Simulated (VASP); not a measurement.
A cell of Al3Sc (L1_2) near equilibrium:

```yaml
crystal:
  lattice:
    - [4.10636, 0.00000, 0.00000]
    - [0.00000, 4.10636, 0.00000]
    - [0.00000, 0.00000, 4.10636]
  atoms:
    - { symbol: Sc, position: [0.00000, 0.00000, 0.00000] }
    - { symbol: Al, position: [0.00000, 0.50000, 0.50000] }
    - { symbol: Al, position: [0.50000, 0.00000, 0.50000] }
    - { symbol: Al, position: [0.50000, 0.50000, 0.00000] }
```

The numbers are results of PBE GGA, VASP's PBE PAW potentials (set 64) (plane waves; VASP), not measurements.

| run | ΔE (meV/atom) | σxx | σyy | σzz | largest shear component, with its sign (GPa) | largest force (eV/Å) |
|---|---|---|---|---|---|---|
| as it is | 0.0 | 0.00 | 0.00 | 0.00 | 0.00 | 0.000 |
| after one change | 76.7 | 13.64 | 13.64 | 13.64 | 0.00 | 0.000 |
Stress is in GPa, positive when the cell is compressed.

Q: Name the change that produced these shifts.
A. isotropic strain of +1.5 %
B. atom 4 (Al) moved by -0.200 Å along y
C. atom 3 (Al) moved by 0.050 Å along z
D. isotropic strain of -4.0 %

A: D, isotropic strain of -4.0 %

The compound is Al3Sc in the L1_2 structure.
